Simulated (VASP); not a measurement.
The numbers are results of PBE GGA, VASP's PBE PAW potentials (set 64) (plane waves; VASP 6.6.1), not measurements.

Input for VASP

**POSCAR**
```
CuAu
1
    2.8379164734     0.0000000000    -0.0000000000
    0.0000000000     2.8379164734    -0.0000000000
   -0.0000000000    -0.0000000000     3.7207261260
Cu Au
1 1
Direct
  0.0000000000   0.0000000000   0.0000000000
  0.5000000000   0.5000000000   0.5000000000
```

### KPOINTS
```
Automatic mesh
0
Gamma
12 12 10
0 0 0
```

INCAR:
```
SYSTEM = CuAu
PREC = Accurate
ENCUT = 480
EDIFF = 1E-7
NELM = 100
ALGO = Normal
LREAL = .FALSE.
LASPH = .TRUE.
ISMEAR = 1
SIGMA = 0.1
GGA = PE
LMAXMIX = 6
LWAVE = .FALSE.
LCHARG = .FALSE.
ISIF = 3
IBRION = 2
NSW = 40
EDIFFG = -0.01
PSTRESS = 10
```

POTCAR, in this order: Cu Au (PBE.64 set). Program: vasp_std.

### Question
What will the output report for the number of irreducible k-points (NKPTS), number of bands (NBANDS), largest plane-wave count, number of space-group operations, FFT grid (NGX, NGY, NGZ)?

### Answer

```json
{
  "number of irreducible k-points (NKPTS)": "168",
  "number of bands (NBANDS)": "15",
  "largest_plane_wave_count": "736",
  "number_of_space_group_operations": "16",
  "FFT grid (NGX, NGY, NGZ)": "20 × 20 × 28"
}
```

The compound is CuAu in the L1_0 structure. This run relaxes it under an external pressure of 1 GPa. Symmetry was kept, so distortions that lower it aren't found.
